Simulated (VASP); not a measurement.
Set up this calculation in VASP 6.6.1, as the native input.

```yaml
Task: single point
Functional: PBE
Potentials_or_basis: VASP PAW PBE potentials, release 64 (Zn, B)
Cutoff: 520 eV
k_mesh: 6 × 6 × 6
Occupations: gaussian, width 0.1 eV
Spin: no spin polarisation
Dipole_correction: no
Further_INCAR_settings: ALGO = Fast; EDIFF = 1e-06; NBANDS = 20
```

The structure of Zn2B lies in POSCAR:

```
Zn2B
1.0
    0.0000000000      2.7454704300      2.7454704300
    2.7454704300      0.0000000000      2.7454704300
    2.7454704300      2.7454704300      0.0000000000
Zn B
2 1
Direct
    0.2500000000      0.2500000000      0.2500000000
    0.7500000000      0.7500000000      0.7500000000
    0.5000000000      0.5000000000      0.5000000000
```

The cell was built by a generator and needn't be a form met in nature.

The cell isn't the ideal one: random cell by space group and Wyckoff sites (Fm-3m, No. 225).

The input as run:

INCAR

```
SYSTEM = Zn2B
PREC     = Accurate       ! precision mode
ENCUT    = 520            ! plane-wave cutoff, eV
EDIFF    = 1E-6           ! SCF threshold, eV
ISMEAR   = 0              ! smearing method
SIGMA    = 0.1            ! smearing width, eV
LREAL    = .False.        ! projectors in reciprocal space
LASPH    = .True.         ! aspherical terms in the spheres
NELM     = 60             ! most SCF steps
ALGO     = Fast           ! electronic algorithm
ISIF     = 2              ! what is computed and relaxed
LWAVE    = .False.        ! write WAVECAR
LCHARG   = .False.        ! write CHGCAR
GGA      = PE             ! functional
NBANDS   = 20             ! bands
```

KPOINTS

```
Automatic mesh
0
Gamma
  6 6 6
  0 0 0
```

Potentials or basis: VASP PAW PBE potentials, release 64 (Zn, B).

The run is started by

```console
$ cat potpaw_PBE.64/Zn/POTCAR potpaw_PBE.64/B/POTCAR > POTCAR
$ mpirun -np 1 vasp_std > vasp.out
```

Results of the run:

| Quantity | Value |
| --- | --- |
| Pressure | -9.4 GPa |
| Band gap on the k mesh | none (metal or under the smearing width) |

It took 12 s on 1 thread of Intel(R) Xeon(R) Platinum 8488C (Sapphire Rapids) (shared host), peak memory 0.16 GiB.
